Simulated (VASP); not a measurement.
GW runs with VASP on AlN (wurtzite), on PBE orbitals with a Kohn-Sham gap of 4.21 eV on the mesh.

```cif
data_Al2N2
_chemical_formula_sum 'Al2 N2'
_space_group_name_H-M_alt 'P 1'
_space_group_IT_number 1
_cell_length_a 3.11000
_cell_length_b 3.11000
_cell_length_c 4.98000
_cell_angle_alpha 90.000
_cell_angle_beta 90.000
_cell_angle_gamma 120.000
loop_
_space_group_symop_operation_xyz
  'x, y, z'
loop_
_atom_site_label
_atom_site_type_symbol
_atom_site_fract_x
_atom_site_fract_y
_atom_site_fract_z
_atom_site_occupancy
Al1 Al 0.66667 0.33333 0.50000 1
Al2 Al 0.33333 0.66667 0.00000 1
N1 N 0.66667 0.33333 0.88200 1
N2 N 0.33333 0.66667 0.38200 1
```

Run with PREC = Normal, 500 eV cut-off, 4×4×2 Γ-centred mesh, Gaussian smearing of 0.010 eV, potentials Al_GW N_GW_new.

The mesh is coarse and the basis finite, so the quasiparticle values are not converged.

```
run                  level  NBANDS  ENCUTGW (eV)  QP gap (eV)  smallest direct QP gap (eV)
-----  -------------------  ------  ------------  -----------  ---------------------------
run 1  G0W0@PBE, 1 step(s)     128           150         5.81                         5.81
run 2  G0W0@PBE, 1 step(s)     320           200          [?]                          [?]
```

Question: Complete the blanks.

Answer: 
- run 2, QP gap (eV): 5.93
- run 2, smallest direct QP gap (eV): 5.93

Left out are failed runs and those that VASP or the mesh makes unfit.

The compound is AlN in the wurtzite structure. The cell was not relaxed at this level.
